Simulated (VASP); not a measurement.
Set up this calculation in VASP 6.6.1, as the native input.

```yaml
Task: band structure
Functional: LDA
Potentials_or_basis: VASP PAW LDA potentials, release 64 (Ti_sv, C)
Cutoff: 520 eV
k_mesh: 14 × 14 × 14
Occupations: methfessel-paxton, width 0.1 eV
Spin: no spin polarisation
Further_INCAR_settings: ALGO = Normal; EDIFF = 1e-06; NBANDS = 15
```

The structure of TiC lies in POSCAR:

```
TiC                                     
1.0
    0.0000000000      2.1471057723      2.1471057723
    2.1471057723      0.0000000000      2.1471057723
    2.1471057723      2.1471057723      0.0000000000
  Ti              C             
     1     1
Direct
     0.0000000000000000    0.0000000000000000    0.0000000000000000
     0.5000000000000000    0.5000000000000000    0.5000000000000000
```

These files were run (other wordings do the same):

INCAR

```
ALGO     = Normal         # electronic algorithm
EDIFF    = 1E-6           # SCF threshold, eV
ENCUT    = 520            # plane-wave cutoff, eV
ISIF     = 2              # what is computed and relaxed
ISMEAR   = 1              # smearing method
LASPH    = T              # aspherical terms in the spheres
LCHARG   = F              # write CHGCAR
LMAXMIX  = 4              # l up to which the mixer works
LREAL    = F              # projectors in reciprocal space
LWAVE    = F              # write WAVECAR
NBANDS   = 15             # bands
NELM     = 80             # most SCF steps
PREC     = Accurate       # precision mode
SIGMA    = 0.1            # smearing width, eV
```

KPOINTS

```
k-points
0
Gamma
  14 14 14
```

KPOINTS_OPT

```
explicit points
202
Reciprocal
 0.0000000000  0.0000000000  0.0000000000 1
 0.0555555556  0.0000000000  0.0555555556 1
 0.1111111111  0.0000000000  0.1111111111 1
 0.1666666667  0.0000000000  0.1666666667 1
 0.2222222222  0.0000000000  0.2222222222 1
 0.2777777778  0.0000000000  0.2777777778 1
[... 194 lines left out ...]
 0.4914947700  0.0085052300  0.5000000000 1
 0.5085052300 -0.0085052300  0.5000000000 1
```

Potentials or basis: VASP PAW LDA potentials, release 64 (Ti_sv, C).

Launch:

```sh
$ cat potpaw_LDA.64/Ti_sv/POTCAR potpaw_LDA.64/C/POTCAR > POTCAR
$ mpirun -np 1 vasp_std > vasp.out
```

Results of the run:

```
Pressure                : -5.6 GPa
Band gap along the path : none (metal or under the smearing width)
```

Run time: 27 s on 1 thread of Intel(R) Xeon(R) Platinum 8488C (Sapphire Rapids), on a shared host, peak memory 0.16 GiB.
